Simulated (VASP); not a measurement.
Consider the following.

```
CsH
1.0
    0.00000     3.18538     3.18538
    3.18538     0.00000     3.18538
    3.18538     3.18538     0.00000
Cs H
1 1
Direct
  0.00000   0.00000   0.00000
  0.50000   0.50000   0.50000
```

These are r2SCAN meta-GGA, VASP's PBE PAW potentials (set 64) (plane waves; VASP) values and carry that method's errors. Numerical set-up: 400 eV cut-off, 8×8×8 Γ-centred mesh, tetrahedra with Blöchl corrections, potentials Cs_sv H.

Unless said otherwise, spin-orbit coupling is left out, though it shifts the bands of the heavy elements here.

Task: What does the run give for the energy per atom (σ→0), band gap (over mesh and band path) with the smallest direct gap where there is one?

Result: 
The band gap (over mesh and band path) is 2.66 eV and the smallest direct gap (over mesh and band path) is 2.66 eV. The energy per atom (σ→0) is -14.492 eV/atom.

The structure comes from a computed database's CsH entry (Fm-3m); how it stands against other phases isn't given here. It was relaxed first.
